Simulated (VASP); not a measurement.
Data:

```
NaH
1.0
    0.00000     2.34135     2.34135
    2.34135     0.00000     2.34135
    2.34135     2.34135     0.00000
Na H
1 1
Direct
  0.00000   0.00000   0.00000
  0.50000   0.50000   0.50000
```

These are HSE06 screened hybrid, VASP's PBE PAW potentials (set 64) (plane waves; VASP 6.6.1) values and carry that method's errors. Run with 520 eV cut-off, 8×8×8 Γ-centred mesh, Gaussian smearing of 0.050 eV, potentials Na_pv H.

Problem. Predict the energy per atom (σ→0), pressure, band gap (on the k-mesh) with the smallest direct gap where there is one.

Solution. 
| Quantity | Result |
|---|---|
| band gap (on the k-mesh) | 5.01 eV |
| smallest direct gap (on the k-mesh) | 6.02 eV |
| energy per atom (σ→0) | -2.880 eV/atom |
| pressure | 2.19 GPa |

Total energies compare only between runs with the same potentials, cut-off and functional.

The compound is NaH in the rock salt structure. This cell is one point of a volume scan, at 0.91 of the reference volume. The cell's shape comes from a PBE relaxation.
